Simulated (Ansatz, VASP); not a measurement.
Given: the input of a run of Ansatz 0.2.0 on Mg6CoBi.

Contents of input.yaml:

```yaml
crystal:
  lattice:
    - [4.9139274639, 0.0, 0.0]
    - [0.0, 3.1912510099, 5.6042076566]
    - [0.0, -3.1912510099, 5.6042076566]
  atoms:
    - { symbol: Bi, position: [0.5, 0.671088, 0.671088] }
    - { symbol: Co, position: [0.0, 0.864657, 0.864657], spin: 2.0 }
    - { symbol: Mg, position: [0.5, 0.169778, 0.169778] }
    - { symbol: Mg, position: [0.5, 0.675905, 0.142953] }
    - { symbol: Mg, position: [0.5, 0.142953, 0.675905] }
    - { symbol: Mg, position: [0.0, 0.332437, 0.332437] }
    - { symbol: Mg, position: [0.0, 0.837152, 0.30603] }
    - { symbol: Mg, position: [0.0, 0.30603, 0.837152] }
hamiltonian:
  xc: pbe
  pseudopotentials: { kind: paw }
magnetization:
  spin_polarized: true
kpoints:
  mp_grid: { grid: [6, 5, 5] }
scf:
  occupations: { method: fermi_dirac, width: 0.05 }
output:
  forces: true
  stress: true
  eigenvalues: true
```

Potentials or basis: Ansatz PAW.

Command:

```console
$ ansatz run input.yaml --threads 4 --pin off --max-ram 10240MiB --backend cpu --events-out ev --progress --plain --runs-dir out
```

Translate it to VASP 6.6.1. Potentials there: VASP PAW PBE potentials, release 64 (Bi_d, Co, Mg).

As run (the cutoff follows the program's own potentials):

File INCAR:

```
SYSTEM = Mg6CoBi
  ALGO = Normal
  EDIFF = 1E-7
  ENCUT = 520
  GGA = PE
  ISIF = 2
  ISMEAR = -1
  ISPIN = 2
  LASPH = .TRUE.
  LCHARG = .FALSE.
  LMAXMIX = 4
  LORBIT = 11
  LREAL = .FALSE.
  LWAVE = .FALSE.
  MAGMOM = 0 2 0 0 0 0 0 0
  NBANDS = 32
  NELM = 120
  PREC = Accurate
  SIGMA = 0.05
```

File KPOINTS:

```
k-points
0
G
  6 5 5
  0 0 0
```

The input POSCAR:

```
Mg6CoBi
1.0
    4.9139274639      0.0000000000      0.0000000000
    0.0000000000      3.1912510099      5.6042076566
    0.0000000000     -3.1912510099      5.6042076566
Bi Co Mg
1 1 6
Direct
    0.5000000000      0.6710880000      0.6710880000
    0.0000000000      0.8646570000      0.8646570000
    0.5000000000      0.1697780000      0.1697780000
    0.5000000000      0.6759050000      0.1429530000
    0.5000000000      0.1429530000      0.6759050000
    0.0000000000      0.3324370000      0.3324370000
    0.0000000000      0.8371520000      0.3060300000
    0.0000000000      0.3060300000      0.8371520000
```

Potentials or basis: VASP PAW PBE potentials, release 64 (Bi_d, Co, Mg).

The run is started by

```bash
$ cat potpaw_PBE.64/Bi_d/POTCAR potpaw_PBE.64/Co/POTCAR potpaw_PBE.64/Mg/POTCAR > POTCAR
$ mpirun -np 1 vasp_std > vasp.out
```

Both were run:

|  | VASP | Ansatz | Ansatz less VASP |
| --- | --- | --- | --- |
| gap on the k mesh at the Fermi level (eV) | none | none | - |
| pressure (GPa) | -1.1 | -1.0 | +0.11 |
| largest component of the traceless stress (GPa) | 0.07 | 0.07 | -0.001 |
| rms of the force components (eV/Å) | 0.041 | 0.042 | +0.0008 |
| net moment per atom (μB) | 0.14 | 0.14 | +0.002 |
| size of the moment on the site where the two differ most (μB) | 1.29 | 1.33 | +0.031 |

Site moments also hang on the region over which each program counts them. Atom by atom the forces differ by 0.001 eV/Å (rms over components). A gap of «none» marks a metal or a gap that the smearing closes. The two sets of potentials don't hold the same shells in valence.

Caveats: spin-orbit coupling is left out, which moves the levels of the heavy elements.
